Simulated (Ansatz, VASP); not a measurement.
# TlCuS3: VASP beside Ansatz

```
Tl Cu S
1.0
     4.69703    0.00000    0.00000
     0.00000    4.69703    0.00000
     0.00000    0.00000    4.69703
Tl Cu S
1 1 3
Direct
  0.50000 0.50000 0.50000
  0.00000 0.00000 0.00000
  0.50000 0.00000 0.00000
  0.00000 0.50000 0.00000
  0.00000 0.00000 0.50000
```

The cell was built by a generator and needn't be a form met in nature.

Alike in both runs: task single point; functional PBE; k mesh 8 × 8 × 8; occupations gaussian, width 0.1 eV; no spin polarisation.

|  | VASP | Ansatz |
| --- | --- | --- |
| version | VASP 6.6.1 | Ansatz 0.2.0 |
| potentials or method | VASP PAW PBE potentials, release 64 (Tl_d, Cu, S) | scalar-relativistic, plane waves, PAW |
| plane-wave cutoff (eV) | 520 | 420 |
| valence electrons in the cell | 42 | 50 |

|  | VASP | Ansatz | Ansatz less VASP |
| --- | --- | --- | --- |
| gap on the k mesh at the Fermi level (eV) | none | none | - |
| pressure (GPa) | 0.0 | 0.0 | -0.01 |

A gap of «none» marks a metal or a gap that the smearing closes. The two sets of potentials don't hold the same shells in valence.

Caveats: the run has no spin polarisation, though such a crystal can be magnetic. Spin-orbit coupling is left out, which matters for the levels of Tl. With open d or f shells a metallic result of PBE can be an artefact of self-interaction; +U or a hybrid may open a gap.
